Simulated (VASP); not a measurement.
Crystal: TcSe2.

```
Tc Se
1.0
     0.00000    3.14575    3.14575
     3.14575    0.00000    3.14575
     3.14575    3.14575    0.00000
Tc Se
1 2
Direct
  0.00000 0.00000 0.00000
  0.25000 0.25000 0.25000
  0.75000 0.75000 0.75000
```

The cell comes from a database or a generator and needn't be the stable form of this composition.

Base run:

```yaml
Program: VASP 6.6.1
Functional: PBEsol
Potentials_or_basis: VASP PAW PBE potentials, release 64 (Tc_pv, Se)
Cutoff: 520 eV
k_mesh: 5 × 5 × 5
Occupations: gaussian, width 0.05 eV
Spin: collinear spin, ferromagnetic start
Starting_moments: "[0.5, 0.0, 0.0] μB"
Hubbard_terms: Tc d U = 3 eV
```

Its results: pressure -12.1 GPa; site moments Tc +0.80; Se -0.01 μB.

**Question.** The run is repeated on the same cell with these changes: further incar settings from ALGO = Fast; EDIFF = 1e-06; NBANDS = 24 to ALGO = Normal; EDIFF = 1e-07; NBANDS = 24; fixed moment from none to 1 μB. What comes out?

**Answer.** Pressure -11.3 GPa; site moments Tc +1.10; Se -0.05 μB.

Caveats: the PAW data sets were made with another functional, which shifts forces and pressure a little; the total moment is fixed, so each spin has its own Fermi level (some runs).
